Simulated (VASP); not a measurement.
Crystal: Sc2InSb3.

```
CELL_PARAMETERS angstrom
4.92738 0.00000 0.00000
0.00000 4.92738 0.00000
0.00000 0.00000 6.85257
ATOMIC_POSITIONS crystal
Sc 0.50000 0.00000 0.50000
Sc 0.00000 0.50000 0.50000
In 0.50000 0.50000 0.00000
Sb 0.50000 0.00000 0.00000
Sb 0.00000 0.50000 0.00000
Sb 0.00000 0.00000 0.50000
```

The cell was built by a generator and needn't be a form met in nature.

| Quantity | Value |
| --- | --- |
| Program | VASP 6.6.1 |
| Task | relaxation of cell and atoms |
| Functional | PBE |
| Potentials or basis | VASP PAW PBE potentials, release 64 (Sc_sv, In_d, Sb) |
| Cutoff | 520 eV |
| k mesh | 4 × 4 × 3 |
| Occupations | gaussian, width 0.15 eV |
| Spin | no spin polarisation |

At the start: pressure 22.9 GPa; volume 27.73 Å³/atom.

Problem. Where does the relaxation end?

Solution. Over 19 steps the energy falls by 1101.0 meV/atom and the volume is 31.79 Å³/atom (+14.6 %); space group P4/mmm (No. 123, to 0.05 Å).

Step by step:
```tsv
step	energy change (eV)	largest force (eV/Å)	pressure (GPa)	volume (Å³)
1	0.0000	0.0000	22.90	166.37
2	77.3188	0.0000	-4.73	271.07
3	-4.5067	0.0000	-5.97	241.59
4	-5.0692	0.0000	-5.23	232.09
5	-5.0584	0.0000	-0.52	207.33
6	-5.2007	0.0000	-3.72	220.73
7	-5.2022	0.0000	-2.87	217.11
8	-5.2046	0.0000	-3.14	218.17
9	-6.0392	0.0000	-1.92	201.89
10	-0.0167	0.0000	26.43	151.78
11	-6.2574	0.0000	-1.71	196.51
12	-6.1421	0.0000	5.93	174.34
13	-6.5411	0.0000	0.38	188.50
14	-6.5723	0.0000	1.45	184.66
15	-6.5727	0.0000	1.13	185.34
16	-6.5984	0.0000	0.29	190.20
17	-6.6023	0.0000	0.46	188.93
18	-6.6049	0.0000	-0.31	191.79
19	-6.6060	0.0000	0.00	190.73
```

Final structure:
```yaml
crystal:
  lattice:
    - [5.86001, 0.00000, 0.00000]
    - [0.00000, 5.86001, 0.00000]
    - [0.00000, 0.00000, 5.55412]
  atoms:
    - { symbol: Sc, position: [0.50000, 0.00000, 0.50000] }
    - { symbol: Sc, position: [0.00000, 0.50000, 0.50000] }
    - { symbol: In, position: [0.50000, 0.50000, 0.00000] }
    - { symbol: Sb, position: [0.50000, 0.00000, 0.00000] }
    - { symbol: Sb, position: [0.00000, 0.50000, 0.00000] }
    - { symbol: Sb, position: [0.00000, 0.00000, 0.50000] }
```
